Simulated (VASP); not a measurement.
All values below come from LDA (Ceperley-Alder, Perdew-Zunger), VASP's LDA PAW potentials (set 64) (plane waves; VASP 6.6.1).

VASP input:

**POSCAR**
```
PtSe2
1
    1.8710071567    -3.2406797027     0.0000000000
    1.8710071567     3.2406797027    -0.0000000000
    0.0000000000    -0.0000000000     4.7686491661
Pt Se
1 2
Direct
  0.0000000000   0.0000000000   0.0000000000
  0.3333330000   0.6666670000   0.2652078889
  0.6666670000   0.3333330000   0.7347921111
```

INCAR:
```
# general
SYSTEM   =  PtSe2
PREC     =  Accurate
ENCUT    =  520
LREAL    =  .FALSE.
LASPH    =  .TRUE.

# electronic loop
EDIFF    =  1E-7
NELM     =  100
ALGO     =  Normal
LMAXMIX  =  6

# smearing
ISMEAR   =  -5

# ions
ISIF     =  2

# output
LWAVE    =  .FALSE.
LCHARG   =  .TRUE.
LORBIT   =  11
NEDOS    =  601

# other
LEFG     =  .TRUE.
```

**KPOINTS**
```
Automatic mesh
0
Gamma
11 11 7
0 0 0
```

POTCAR, in this order: Pt Se (LDA.64 set). Program: vasp_std.

Output of the run:

**OSZICAR**
```
       N       E                     dE             d eps       ncg     rms          rms(c)
DAV:   1     0.112673286020E+03    0.11267E+03   -0.10360E+04  2868   0.130E+03
DAV:   2    -0.129917267188E+02   -0.12567E+03   -0.12337E+03  3618   0.240E+02
DAV:   3    -0.178537342185E+02   -0.48620E+01   -0.48391E+01  3464   0.499E+01
DAV:   4    -0.178894702007E+02   -0.35736E-01   -0.35738E-01  3415   0.471E+00
DAV:   5    -0.178898295527E+02   -0.35935E-03   -0.35956E-03  3527   0.445E-01    0.133E+01
DAV:   6    -0.173256934679E+02    0.56414E+00   -0.48684E+00  2855   0.215E+01    0.795E+00
DAV:   7    -0.171244086019E+02    0.20128E+00   -0.91852E-01  2841   0.103E+01    0.392E+00
DAV:   8    -0.170948131923E+02    0.29595E-01   -0.68072E-02  3100   0.197E+00    0.819E-01
DAV:   9    -0.170925221642E+02    0.22910E-02   -0.86575E-03  3149   0.954E-01    0.197E-01
DAV:  10    -0.170925510128E+02   -0.28849E-04   -0.11498E-03  3212   0.261E-01    0.417E-02
DAV:  11    -0.170926165373E+02   -0.65525E-04   -0.53270E-05  3401   0.741E-02    0.220E-02
DAV:  12    -0.170925888232E+02    0.27714E-04   -0.46793E-06  3170   0.199E-02    0.337E-03
DAV:  13    -0.170925827199E+02    0.61033E-05   -0.75899E-07  3254   0.769E-03    0.123E-03
DAV:  14    -0.170925812807E+02    0.14392E-05   -0.60565E-08  1501   0.208E-03    0.513E-04
DAV:  15    -0.170925814099E+02   -0.12925E-06   -0.76129E-09  1473   0.690E-04    0.136E-04
DAV:  16    -0.170925814717E+02   -0.61815E-07   -0.78456E-10  1452   0.209E-04
   1 F= -.17092581E+02 E0= -.17092581E+02  d E =0.000000E+00
```

File OUTCAR:
```
------------------------ aborting loop because EDIFF is reached ----------------------------------------
  FORCE on cell =-STRESS in cart. coord.  units (eV):
  Direction    XX          YY          ZZ          XY          YZ          ZX
  --------------------------------------------------------------------------------------
  Total        0.0422948      0.0422948     -0.0304952     -0.0000000      0.0000000      0.0000000
  in kB        1.1718187      1.1718188     -0.8449004     -0.0000000      0.0000000      0.0000000
  external PRESSURE =       0.4995790 kB  Pullay stress =       0.0000000 kB
  volume of cell :       57.83
      direct lattice vectors                 reciprocal lattice vectors
     1.871007157 -3.240679703  0.000000000     0.267235750 -0.154288620  0.000000000
     1.871007157  3.240679703  0.000000000     0.267235750  0.154288620  0.000000000
     0.000000000  0.000000000  4.768649166     0.000000000  0.000000000  0.209702992
 POSITION                                       TOTAL-FORCE (eV/Angst)
 -----------------------------------------------------------------------------------
      0.00000      0.00000      0.00000        -0.000000      0.000000      0.000000
      1.87101      1.08023      1.26468         0.000000      0.000000     -0.011358
      1.87101     -1.08023      3.50397        -0.000000     -0.000000      0.011358
 -----------------------------------------------------------------------------------
    total drift:                                0.000000     -0.000000      0.000000
  FREE ENERGIE OF THE ION-ELECTRON SYSTEM (eV)
  ---------------------------------------------------
  free  energy   TOTEN  =       -17.0925814717 eV

  energy  without entropy=      -17.0925814717  energy(sigma->0) =      -17.09258147

 total charge

# of ion       s       p       d       tot
------------------------------------------
    1        0.688   0.700   8.060   9.448
    2        1.492   2.226   0.076   3.794
    3        1.492   2.226   0.076   3.794
--------------------------------------------------
tot          3.671   5.153   8.211  17.036
```
(Selected blocks of OUTCAR.)

For a metal the tetrahedron method with Blöchl corrections gives inexact stress and forces.

The compound is PtSe2 in the 1T layered structure. It was relaxed first, which changed the volume by -6 %.
